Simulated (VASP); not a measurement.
Input:

```
PdP
1.0
    3.82182     0.00000     0.00000
   -1.91091     3.30979     0.00000
    0.00000     0.00000     5.92410
Pd P
2 2
Direct
  0.33333   0.66667   0.99395
  0.66667   0.33333   0.49395
  0.33333   0.66667   0.38105
  0.66667   0.33333   0.88105
```

Computed with PBEsol GGA, VASP's PBE PAW potentials (set 64) (plane waves; VASP 6.6.1). Numerical set-up: 400 eV cut-off, Gaussian smearing of 0.050 eV, potentials Pd P.

Question: Give the energies of bands 5 to 18 at the high-symmetry points, in eV from the Fermi level.

Answer: 
```csv
band,Γ,M,K,A,L,H
5,-5.36,-5.12,-5.03,-5.43,-4.79,-5.09
6,-5.27,-4.64,-4.35,-5.43,-4.79,-5.09
7,-5.27,-4.57,-4.15,-5.43,-4.76,-4.53
8,-5.10,-4.39,-4.15,-5.43,-4.76,-4.53
9,-3.86,-3.84,-4.13,-3.51,-3.38,-3.91
10,-3.86,-3.48,-3.85,-3.51,-3.38,-3.91
11,-3.29,-3.21,-3.85,-3.51,-3.16,-2.66
12,-3.29,-3.09,-3.75,-3.51,-3.16,-2.66
13,-2.59,-2.44,-2.73,0.50,-2.65,-2.25
14,1.68,-2.04,-1.44,0.50,-2.65,-2.25
15,1.68,-1.37,-1.44,2.53,0.28,-1.52
16,2.99,-1.07,-0.37,2.53,0.28,-1.52
17,3.66,0.94,-0.12,2.53,0.93,1.10
18,3.66,1.50,-0.12,2.53,0.93,1.10
```

It has no gap at this level: it comes out as a metal or semimetal.

The structure was generated: PdP was put into the wurtzite type (P6_3mc), which need not be its known phase. It was relaxed first, which changed the volume by -18 %.
